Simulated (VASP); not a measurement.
A convergence study with VASP on InP (zinc blende): a few settings are varied, all else stays as given below, so the limit is that of these other settings.

```yaml
crystal:
  lattice:
    - [0.00000, 2.93500, 2.93500]
    - [2.93500, 0.00000, 2.93500]
    - [2.93500, 2.93500, 0.00000]
  atoms:
    - { symbol: In, position: [0.00000, 0.00000, 0.00000] }
    - { symbol: P, position: [0.25000, 0.25000, 0.25000] }
```

Computed with PBE GGA, VASP's PBE PAW potentials (set 64) (plane waves; VASP). The last row used: 550 eV cut-off, 15×15×15 Γ-centred mesh, second-order Methfessel-Paxton smearing of 0.40 eV, potentials In_d P.

```json
[
 {"setting": "ISMEAR = -1, SIGMA = 0.01, 4×4×4 mesh", "E (eV/atom)": "-4.1384", "pressure (GPa)": "3.14", "irreducible k-points": "8"},
 {"setting": "ISMEAR = -1, SIGMA = 0.1, 4×4×4 mesh", "E (eV/atom)": "-4.1382", "pressure (GPa)": "3.18", "irreducible k-points": "8"},
 {"setting": "ISMEAR = 0, SIGMA = 0.01, 4×4×4 mesh", "E (eV/atom)": "-4.1384", "pressure (GPa)": "3.14", "irreducible k-points": "8"},
 {"setting": "ISMEAR = 0, SIGMA = 0.2, 4×4×4 mesh", "E (eV/atom)": "-4.1383", "pressure (GPa)": "3.15", "irreducible k-points": "8"},
 {"setting": "ISMEAR = 1, SIGMA = 0.05, 4×4×4 mesh", "E (eV/atom)": "-4.1383", "pressure (GPa)": "3.14", "irreducible k-points": "8"},
 {"setting": "ISMEAR = 1, SIGMA = 0.2, 4×4×4 mesh", "E (eV/atom)": "-4.1382", "pressure (GPa)": "3.14", "irreducible k-points": "8"},
 {"setting": "ISMEAR = 2, SIGMA = 0.05, 4×4×4 mesh", "E (eV/atom)": "-4.1383", "pressure (GPa)": "3.14", "irreducible k-points": "8"},
 {"setting": "ISMEAR = 2, SIGMA = 0.2, 4×4×4 mesh", "E (eV/atom)": "-4.1382", "pressure (GPa)": "3.14", "irreducible k-points": "8"},
 {"setting": "ISMEAR = -1, SIGMA = 0.01, 9×9×9 mesh", "E (eV/atom)": "-4.1932", "pressure (GPa)": "2.95", "irreducible k-points": "35"},
 {"setting": "ISMEAR = -1, SIGMA = 0.2, 9×9×9 mesh", "E (eV/atom)": "-4.1926", "pressure (GPa)": "2.99", "irreducible k-points": "35"},
 {"setting": "ISMEAR = 0, SIGMA = 0.01, 9×9×9 mesh", "E (eV/atom)": "-4.1932", "pressure (GPa)": "2.95", "irreducible k-points": "35"},
 {"setting": "ISMEAR = 0, SIGMA = 0.4, 9×9×9 mesh", "E (eV/atom)": "-4.1931", "pressure (GPa)": "2.97", "irreducible k-points": "35"},
 {"setting": "ISMEAR = 1, SIGMA = 0.05, 9×9×9 mesh", "E (eV/atom)": "-4.1932", "pressure (GPa)": "2.95", "irreducible k-points": "35"},
 {"setting": "ISMEAR = 1, SIGMA = 0.4, 9×9×9 mesh", "E (eV/atom)": "-4.1931", "pressure (GPa)": "2.94", "irreducible k-points": "35"},
 {"setting": "ISMEAR = 2, SIGMA = 0.05, 9×9×9 mesh", "E (eV/atom)": "-4.1932", "pressure (GPa)": "2.95", "irreducible k-points": "35"},
 {"setting": "ISMEAR = 2, SIGMA = 0.4, 9×9×9 mesh", "E (eV/atom)": "-4.1930", "pressure (GPa)": "2.95", "irreducible k-points": "35"},
 {"setting": "ISMEAR = -1, SIGMA = 0.05, 15×15×15 mesh", "E (eV/atom)": "-4.1937", "pressure (GPa)": "2.96", "irreducible k-points": "120"},
 {"setting": "ISMEAR = -1, SIGMA = 0.2, 15×15×15 mesh", "E (eV/atom)": "-4.1931", "pressure (GPa)": "2.98", "irreducible k-points": "120"},
 {"setting": "ISMEAR = 0, SIGMA = 0.1, 15×15×15 mesh", "E (eV/atom)": "-4.1937", "pressure (GPa)": "2.96", "irreducible k-points": "120"},
 {"setting": "ISMEAR = 0, SIGMA = 0.4, 15×15×15 mesh", "E (eV/atom)": "-4.1937", "pressure (GPa)": "2.96", "irreducible k-points": "120"},
 {"setting": "ISMEAR = 1, SIGMA = 0.1, 15×15×15 mesh", "E (eV/atom)": "-4.1937", "pressure (GPa)": "2.96", "irreducible k-points": "120"},
 {"setting": "ISMEAR = 1, SIGMA = 0.4, 15×15×15 mesh", "E (eV/atom)": "-4.1937", "pressure (GPa)": "2.94", "irreducible k-points": "120"},
 {"setting": "ISMEAR = 2, SIGMA = 0.1, 15×15×15 mesh", "E (eV/atom)": "-4.1937", "pressure (GPa)": "2.96", "irreducible k-points": "120"},
 {"setting": "ISMEAR = 2, SIGMA = 0.4, 15×15×15 mesh", "E (eV/atom)": "-4.1936", "pressure (GPa)": "2.96", "irreducible k-points": "120"}
]
```

Left out are rungs that failed or repeat a setting and relaxations that didn't move; long series are thinned to 24 rows.

The compound is InP in the zinc blende structure. The cell was not relaxed at this level.
